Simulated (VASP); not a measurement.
Data:

```yaml
crystal:
  lattice:
    - [2.99376, 0.00000, 0.00000]
    - [0.00000, 2.99376, 0.00000]
    - [0.00000, 0.00000, 2.99376]
  atoms:
    - { symbol: Ru, position: [0.00000, 0.00000, 0.00000] }
    - { symbol: Se, position: [0.50000, 0.50000, 0.50000] }
```

Calculation: PBE GGA, VASP's PBE PAW potentials (set 64) (plane waves; VASP 6.6.1). Numerical set-up: 400 eV cut-off, 8×8×8 Γ-centred mesh, Gaussian smearing of 0.050 eV, potentials Ru_pv Se.

Q: Predict the energy per atom (σ→0), pressure, band gap (on the k-mesh) with the smallest direct gap where there is one.

A: 
- band gap (on the k-mesh): none (metal, semimetal or under 0.01 eV)
- energy per atom (σ→0): -5.912 eV/atom
- pressure: 32.33 GPa

Only differences to runs with the same potentials and settings are physical.

The structure was generated: RuSe was put into the CsCl type (Pm-3m), which need not be its known phase. The cell was not relaxed at this level. The run is one of a series of settings (EDIFF = 1E-8 against the base run), some of them coarse on purpose.
